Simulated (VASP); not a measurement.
Consider the following.

```xyz
1
Lattice="-2.0162 2.0162 2.0162 2.0162 -2.0162 2.0162 2.0162 2.0162 -2.0162" Properties=species:S:1:pos:R:3 pbc="T T T"
Na     0.0000     0.0000     0.0000
```

Method: LDA (Ceperley-Alder, Perdew-Zunger), VASP's LDA PAW potentials (set 64) (plane waves; VASP 6.6.1). Settings: 500 eV cut-off, 13×13×13 Γ-centred mesh, first-order Methfessel-Paxton smearing of 0.10 eV, potentials Na_pv.

**Question.** Estimate the energy per atom (σ→0), band gap (on the k-mesh) with the smallest direct gap where there is one.

**Answer.** 
```yaml
band gap (on the k-mesh): none (metal, semimetal or under 0.01 eV)
energy per atom (σ→0): -1.453 eV/atom
```

Only differences to runs with the same potentials and settings are physical.

The compound is Na in the bcc structure. It was relaxed first, which changed the volume by -15 %.
